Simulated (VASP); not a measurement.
Crystal: W2C3.

```xyz
5
Lattice="2.7600 -3.1890 0.0000 2.7600 3.1890 0.0000 0.0000 0.0000 3.0440" Properties=species:S:1:pos:R:3 pbc="T T T"
W     1.3800   -1.5945    1.5220
W     1.3800    1.5945    1.5220
C     2.7600   -0.7175    0.0000
C     2.7600    0.7175    0.0000
C     0.0000    0.0000    1.5220
```

The cell was built by a generator and needn't be a form met in nature.

* Program: VASP 6.6.1
* Task: relaxation of cell and atoms
* Functional: PBE
* Potentials or basis: VASP PAW PBE potentials, release 64 (W_sv, C)
* Cutoff: 520 eV
* k mesh: 8 × 8 × 10
* Occupations: gaussian, width 0.1 eV
* Spin: no spin polarisation

At the start: pressure 3.1 GPa; volume 10.72 Å³/atom.

Question: How do energy, volume and symmetry change on relaxing?

Answer: Over 12 steps the energy falls by 14.3 meV/atom; space group Cmmm (No. 65, to 0.05 Å).

The path:
```tsv
step	energy change (eV)	largest force (eV/Å)	pressure (GPa)	volume (Å³)
1	0.0000	0.0687	3.11	53.58
2	-0.0136	0.2731	-9.02	55.18
3	-0.0441	0.1050	-3.85	54.46
4	-0.0600	0.4871	1.82	53.23
5	-0.0655	0.2679	-0.12	53.63
6	-0.0700	0.1483	0.66	53.44
7	-0.0700	0.1315	0.62	53.45
8	-0.0712	0.0667	-0.20	53.61
9	-0.0717	0.0037	0.07	53.56
10	-0.0717	0.0064	0.09	53.55
11	-0.0717	0.0027	-0.12	53.58
12	-0.0717	0.0045	-0.04	53.57
```

Final structure:
```xyz
5
Lattice="2.8521 -3.1343 0.0000 2.8521 3.1343 0.0000 0.0000 0.0000 2.9963" Properties=species:S:1:pos:R:3 pbc="T T T"
W     1.4260   -1.5672    1.4982
W     1.4260    1.5672    1.4982
C     2.8521   -0.7152    0.0000
C     2.8521    0.7152    0.0000
C     0.0000    0.0000    1.4982
```
